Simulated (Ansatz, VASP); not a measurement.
## InP in two plane-wave programs

Aim: how closely do two programs agree when they are given the same cell, functional and k mesh? The structure shown is the end of the Ansatz relaxation below.

Method: plane waves, with VASP 6.6.1 beside it; HSE06, in Ansatz 0.2.0.

## (1) Starting point

The structure is cubic, space group F-43m (No. 216). The conventional cell has a = 5.903 Å, b = 5.903 Å, c = 5.903 Å, α = 90.00°, β = 90.00°, γ = 90.00°. In has 4 P at 2.56 Å nearest. Nearest to P lie 4 In at 2.56 Å. Farther neighbours are not listed.

## (2) Ansatz: relaxation, HSE06

Ansatz runs on its default PAW (the set named soft_2) files.

This run makes the geometry at which the two programs are then compared.

Contents of input.yaml:

```yaml
crystal:
  lattice:
    - [0.0, 2.93435, 2.93435]
    - [2.93435, 0.0, 2.93435]
    - [2.93435, 2.93435, 0.0]
  atoms:
    - { symbol: In, position: [0.0, 0.0, 0.0] }
    - { symbol: P, position: [0.25, 0.25, 0.25] }
kpoints:
  mp_grid: { grid: [5, 5, 5] }
scf:
  occupations: { method: fermi_dirac, width: 0.05 }
hamiltonian:
  xc: hse06
  pseudopotentials: { kind: paw }
output:
  forces: true
  stress: true
  write_density: true
  write_potential: true
  elf: true
  volumetric_format: npy
relax:
  f_tol: 0.02
  max_steps: 60
  cell: {}
```

Run with:

```
$ ansatz run input.yaml --threads 4 --pin off --max-ram 8192MiB --backend cpu --events-out ev --progress --plain --runs-dir out
```

Numbers of over 12 decimals in the logs are rounded to 6 here.

The program printed:

```text
Engine: ansatz 0.2.0, x86_64-unknown-linux-gnu
Pseudopotentials: kind: paw
Pseudopotential: In, paw, valence charge 13, recommended cutoff 420 eV (normal), In.paw.azcp
Pseudopotential: P, paw, valence charge 5, recommended cutoff 420 eV (normal), P.paw.azcp
Functional definition: HSE06
  parameter a = 0.25
  parameter omega = 0.11/bohr
  exchange = pbe_x - a*pbe_x_sr(omega) + a*exact_x_sr(omega)
  correlation = pbe_c
Crystal: 2 atoms, lattice volume = 50.532 Å³
Basis set: ecut = 420 eV, 965 PW (Γ), exchange–correlation on 60×60×60 points (8 copies of the dense FFT grid, shifted against one another)
Bands: 13, of which v1, the nominal top of the filled ones, is band 9 counted from 1 (8 counted from 0)
Symmetry: 24 space group operations
Space group: F-43m (ITA 216), of the structure as read, at distance tolerance 3.7e-5 Å
k-points: 10 of 125 (time reversal used)
Non-local potential: In, projectors of the file, l = 0: 2, l = 1: 2, l = 2: 2, l = 3: 2
Non-local potential: P, projectors of the file, l = 0: 2, l = 1: 2, l = 2: 2
PAW form: soft (Blöchl's): semilocal exchange-correlation on the pseudo side does not see the compensation charge
PAW frozen core: In, regenerated for the run's functional, and the local potential with it (the file was generated under x = pbe(κ = 0.804, μ = 0.219515), c = pbe(β = 0.066725))
PAW frozen core: P, regenerated for the run's functional, and the local potential with it (the file was generated under x = pbe(κ = 0.804, μ = 0.219515), c = pbe(β = 0.066725))
PAW one-centre angular grid: In, 590 points (default); XC on 64 Gauss nodes
PAW one-centre angular grid: P, 110 points (default); XC on 64 Gauss nodes
Initial density: superposition of atomic densities (neutral atoms: chi_scale 0, normalization atom), corrected by the library's trained network
Initial wavefunctions: pseudopotential atomic-orbital guess
Functional: x = pbe(κ = 0.804, μ = 0.219515), c = pbe(β = 0.066725), warm-up for x = pbe(κ = 0.804, μ = 0.219515) + 0.25 (exact − pbe) at short range (hse, ω = 0.207870 Å⁻¹), c = pbe(β = 0.066725); HSE06 as pw.x's `hse` composes it (authors' and Libxc's form: `xc: wpbeh`)
SCF iter   1: F=—  HF=-6353.950920 eV  |F-HF|=—  |Δ(HF+E_count)|=         —  Δρ=1.79e-3  dr2=3.17e-3  ethr=1.77e-3  ⟨swp⟩=8.5  Hψ=618  notcnv=0
preconditioner: auto → none  [insulator: Δε(μ)=0.680 eV  Ē_g=14.767 eV  σ=0.050 eV  W_gap=1.00  n_scr=14 (ndim 8)  ℏωp=22.2 eV  f_vac=0.021  D(μ)=0.00/eV (n_scr^D=0)]
iter 2 solved again at ethr=9.79e-7 eV; its pass at ethr=1.76e-5 eV (dr2=1.76e-4 eV) is discarded
SCF iter   2: F=—  HF=-6353.950374 eV  |F-HF|=—  |Δ(HF+E_count)|=   5.46e-4  Δρ=4.62e-4  dr2=1.88e-4  ethr=9.79e-7  ⟨swp⟩=3.1  Hψ=637  notcnv=0
SCF iter   3: F=-6353.950383 eV  HF=-6353.950359 eV  |F-HF|=2.42e-5  |Δ(HF+E_count)|=   1.50e-5  Δρ=1.83e-4  dr2=2.12e-5  ethr=9.79e-7  ⟨swp⟩=2.9  Hψ=236  notcnv=0
SCF 1 stopped early in 3 iterations: F = -6353.950383 eV  dr2 = 2.12e-5
  greatest PAW one-centre occupation: 0.980 electrons in one spin orbital (limit 2), on the In atom at site 0 (counted from 0), in its partial waves of l = 2
Initial density: handed on by an earlier stage of this run
Initial wavefunctions: those handed on with the density
Functional: x = pbe(κ = 0.804, μ = 0.219515) + 0.25 (exact − pbe) at short range (hse, ω = 0.207870 Å⁻¹), c = pbe(β = 0.066725); HSE06 as pw.x's `hse` composes it (authors' and Libxc's form: `xc: wpbeh`)
Exchange kernel: α = 0.2500, screened, ω = 0.2079 Å⁻¹, Wigner–Seitz truncation, v(0) = 1044.9931 eV·Å³, q-mesh 5×5×5, nearest image of the exchange supercell L = 20.75 Å, pair-density grid 18×18×18, without the augmentation charges, whose exchange is taken in its separable form by FFT convolution over the k-point mesh (sized by the pseudopotential files, 24×24×24 at the most), smooth part of the exact exchange by density-matrix convolution
Frozen-core exchange: fock
SCF iter   1: F=—  HF=-6358.480988 eV  |F-HF|=—  |Δ(HF+E_count)|=         —  Δρ=5.34e-3  dr2=8.68e-3  ethr=1.18e-6  ⟨swp⟩=8.1  Hψ=720  notcnv=0
preconditioner: auto → none  [insulator: Δε(μ)=1.428 eV  Ē_g=16.803 eV  σ=0.050 eV  W_gap=1.00  n_scr=14 (ndim 8)  ℏωp=22.2 eV  f_vac=0.019  D(μ)=0.00/eV (n_scr^D=0)]
SCF iter   2: F=—  HF=-6358.478918 eV  |F-HF|=—  |Δ(HF+E_count)|=   2.07e-3  Δρ=1.66e-3  dr2=1.49e-3  ethr=1.18e-6  ⟨swp⟩=4.0  Hψ=402  notcnv=0
SCF iter   3: F=—  HF=-6358.483983 eV  |F-HF|=—  |Δ(HF+E_count)|=   5.06e-3  Δρ=1.18e-3  dr2=4.05e-4  ethr=1.18e-6  ⟨swp⟩=4.2  Hψ=413  notcnv=0
SCF iter   4: F=—  HF=-6358.483898 eV  |F-HF|=—  |Δ(HF+E_count)|=   8.56e-5  Δρ=1.76e-4  dr2=1.74e-5  ethr=1.18e-6  ⟨swp⟩=3.1  Hψ=275  notcnv=0
SCF iter   5: F=-6358.483959 eV  HF=-6358.483960 eV  |F-HF|=9.23e-7  |Δ(HF+E_count)|=   6.22e-5  Δρ=1.03e-4  dr2=3.12e-6  ethr=5.86e-8  ⟨swp⟩=4.0  Hψ=300  notcnv=0
[...]
SCF iter   3: F=—  HF=-6358.487013 eV  |F-HF|=—  |Δ(HF+E_count)|=   6.37e-8  Δρ=6.20e-6  dr2=1.46e-8  ethr=2.90e-10  ⟨swp⟩=4.0  Hψ=343  notcnv=0
[...]
SCF 9 converged in 6 iterations: F = -6358.487013 eV  dr2 = 9.68e-12
  Residual-converged pass: ⟨swp⟩=4.9  Hψ=411  notcnv=0  max |occ|·‖R‖ = 9.8e-9 eV (tolerance 1.0e-8 eV)  dr2=1.00e-11  dr2_onsite=1.16e-12  max |Δocc| = 4.7e-14
[...]
Frozen-core exchange: fock
iter 1 solved again at ethr=2.44e-10 eV; its pass at ethr=1.00e-1 eV (dr2=4.38e-8 eV) is discarded
SCF iter   1: F=—  HF=-6358.487217 eV  |F-HF|=—  |Δ(HF+E_count)|=         —  Δρ=2.47e-5  dr2=5.14e-8  ethr=2.44e-10  ⟨swp⟩=15.8  Hψ=1222  notcnv=3
preconditioner: auto → none  [insulator: Δε(μ)=1.383 eV  Ē_g=17.075 eV  σ=0.050 eV  W_gap=1.00  n_scr=14 (ndim 8)  ℏωp=22.0 eV  f_vac=0.019  D(μ)=0.00/eV (n_scr^D=0)]
SCF iter   2: F=—  HF=-6358.487217 eV  |F-HF|=—  |Δ(HF+E_count)|=   5.16e-7  Δρ=1.14e-5  dr2=1.44e-8  ethr=2.44e-10  ⟨swp⟩=3.1  Hψ=274  notcnv=0  defer=1
iter 3 solved again at ethr=3.42e-12 eV; its pass at ethr=5.38e-11 eV (dr2=6.15e-10 eV) is discarded
SCF iter   3: F=—  HF=-6358.487218 eV  |F-HF|=—  |Δ(HF+E_count)|=   1.72e-7  Δρ=2.45e-6  dr2=1.06e-9  ethr=3.42e-12  ⟨swp⟩=3.1  Hψ=506  notcnv=0  defer=1
eigensolver tolerance schedule calibrated: the retry pair's looser diagonalisation under-reported the residual by θ = 0.17 (0.14/decade); ethr = c·dr2/N_el runs at the constant in force after the calibration composes with the one it found (an armed cap, an earlier calibration), c = 4.8e-2
SCF iter   4: F=—  HF=-6358.487218 eV  |F-HF|=—  |Δ(HF+E_count)|=   2.68e-8  Δρ=7.66e-7  dr2=2.09e-10  ethr=1.98e-12  ⟨swp⟩=5.4  Hψ=504  notcnv=0  defer=25
SCF iter   5: F=-6358.487218 eV  HF=-6358.487218 eV  |F-HF|=4.29e-9  |Δ(HF+E_count)|=  2.73e-11  Δρ=6.94e-8  dr2=1.80e-12  ethr=1.00e-12  ⟨swp⟩=3.0  Hψ=282  notcnv=0
SCF 11 converged in 5 iterations: F = -6358.487218 eV  dr2 = 1.80e-12
hybrid outer 1: dexx = +1.226e-7 eV, tail = 2.77e-9 eV
Exchange kernel: α = 0.2500, screened, ω = 0.2079 Å⁻¹, Wigner–Seitz truncation, v(0) = 1045.1157 eV·Å³, q-mesh 5×5×5, nearest image of the exchange supercell L = 20.87 Å, pair-density grid 18×18×18, without the augmentation charges, whose exchange is taken in its separable form by FFT convolution over the k-point mesh (sized by the pseudopotential files, 24×24×24 at the most), smooth part of the exact exchange by density-matrix convolution
Frozen-core exchange: fock
SCF iter   1: F=—  HF=-6358.487218 eV  |F-HF|=—  |Δ(HF+E_count)|=         —  Δρ=4.10e-7  dr2=9.27e-11  ethr=7.69e-11  ⟨swp⟩=12.5  Hψ=525  notcnv=0
SCF iter   2: F=-6358.487218 eV  HF=-6358.487218 eV  |F-HF|=2.18e-11  |Δ(HF+E_count)|=  4.18e-11  Δρ=6.57e-8  dr2=6.79e-13  ethr=1.00e-12  ⟨swp⟩=3.0  Hψ=261  notcnv=0
SCF 12 converged in 2 iterations: F = -6358.487218 eV  dr2 = 6.79e-13
  Residual-converged pass: ⟨swp⟩=5.0  Hψ=424  notcnv=0  max |occ|·‖R‖ = 9.5e-9 eV (tolerance 1.0e-8 eV)  dr2=6.14e-13  dr2_onsite=3.82e-14  max |Δocc| = 1.2e-24
hybrid outer 2: dexx = +1.049e-11 eV, tail = 1.66e-12 eV, Δε = 1.64e-5 eV (about 6.66e-7 eV left of the loop's levels)
relax step   4: F+E_penalty+E_count = -6358.48721779 eV  Δ(F+E_penalty+E_count) = -2.047e-4 eV  max|allowed force component| = 8.905e-17 eV/Å  Δτ_max = 0.0000 Å  P = -0.007 GPa  Ω = 51.415 Å³  stress off target by 6.83e-3 GPa  SCF on the basis re-selected at this cell (its energy is not comparable with the rows above)  (7 SCF iters)
basis re-selected at this cell: Δ(F+E_penalty+E_count) = -2.047e-4 eV, ΔP = +0.001 GPa vs the last step (what re-selecting the basis moved, of the pressure what is left beyond the Pulay correction that the steps carried, after the strain that the cell walked since its last selection, with what the two solves' SCF thresholds leave and, on support functions, any second-order correction that the steps lacked; it is no m [...]
hybrid SCF converged: 2 outer / 7 inner (+0 warm-up), last move |dexx| = 1.05e-11 eV, tail = 1.66e-12 eV
Stability not checked: this state was not tested for a lower state beside it, because the functional holds exact exchange (a hybrid, or Hartree-Fock), whose exchange loop this test does not read (fock_operator; see scf.lower_state_search)
Free energy (F): -6358.487218 eV
Frozen-core exchange: fock
Harris-Foulkes:  -6358.487218 eV  (|F-HF|=2.18e-11)
Internal energy: -6358.487218 eV  (E = F + TS)
E sigma→0 (E₀):  -6358.487218 eV
Entropy (-TS):   -0.000000 eV (-0.000 meV/atom)
Fermi energy:    7.038158 eV
--- Per-component energies (eV) ---
  E_band       = -84.335436
  E_kinetic    = 313.194490
  E_local      = -1412.105173  (includes V_loc(G=0)·N_el)
  E_nonlocal   = 401.168362
  E_hartree    = 558.137575
  E_xc         = -220.567487
  E_vxc        = -128.116763  (∫ρ·V_xc dr)
  E_exx        = -40.437213  (= α·E_x^exact, valence–valence)
  E_paw        = -4746.230076  (= ΣΔE_a)
  E_vpaw       = -293.877107  (= ΣTr[D̂ρ^β])
  E_aug_tail   = 0.000030  (compensation charges beyond the density's cutoff)
  E_ewald      = -1212.083301
  E_core_change = 0.435577  (= ΣΔE_core)
  E_smearing   = -0.000000  (= −TS)
  E_closure    = -0.000000  (closes the sum)
  Σ components = -6358.487218   (vs F -6358.487218, Δ=9.09e-13)
--- Forces (eV/Å), atoms counted from 1 ---
  atom   1  In     0.00000000    -0.00000000    -0.00000000
  atom   2  P     -0.00000000     0.00000000     0.00000000
  max |Σ_I F_I| component: 5.32e-17 eV/Å
--- Stress (GPa, compression-positive) ---
       -0.006830      -0.000000      -0.000000
       -0.000000      -0.006830       0.000000
       -0.000000       0.000000      -0.006830
  P = ⅓ Tr σ = -0.0068 GPa (-0.068 kbar)
--- Band table (eV; the first three rows and the last of 10) ---
  k-point 0: bands = [... 5 lower, -6.2612, 6.3193, 6.3193, 6.3193, 7.7021, 11.2300]
  k-point 1: bands = [... 5 lower, -5.7941, 3.5031, 5.8964, 5.8964, 8.8664, 11.8201]
  k-point 2: bands = [... 5 lower, -4.7273, 0.6910, 5.3688, 5.3688, 8.5867, 12.0039]
  k-point 9: bands = [... 5 lower, -3.9624, 0.5776, 3.1045, 3.9562, 10.9406, 11.2355]
  guard bands above this table: 2 of the run's 13 bands. The solve was not asked for them (output.publish_guard_bands: true or output.eigenvalues: true publishes all)
--- Relaxed structure (3 steps of the walk, 3 accepted, 1 SCFs on fresh bases) ---
  F+E_penalty+E_count = -6358.48721779 eV   max|allowed force component| = 8.905e-17 eV/Å   (the final SCF, on the basis selected at the relaxed cell)
  cell:  # Å, volume = 51.4154 Å³
    - [0, 2.951353, 2.951353]
    - [2.951353, 0, 2.951353]
    - [2.951353, 2.951353, 0]
  atoms:
    - { symbol: In, position: [0, 0, 0] }
    - { symbol: P, position: [0.25, 0.25, 0.25] }
```

In the SCF lines HF is the Harris–Foulkes energy and dr2 the Hartree energy of the density residual, in eV; the loop may stop once dr2 is under the threshold and the program's other checks hold. Hψ counts applications of the Hamiltonian.

(Part 1 of 2 ends here.)

[Lines on the potential files, build, host, timing and source positions are cut from VASP's logs without a mark.]

[Logs are printed without paths, hosts, clocks, repeated set-up lines and the standing remarks that a program may print on its own settings, such as how far it seeks lower states.]

[Hosts, paths, dates, database ids (printed as entryN), source tags and the programs' standing remarks are cut or masked in the printed files.]
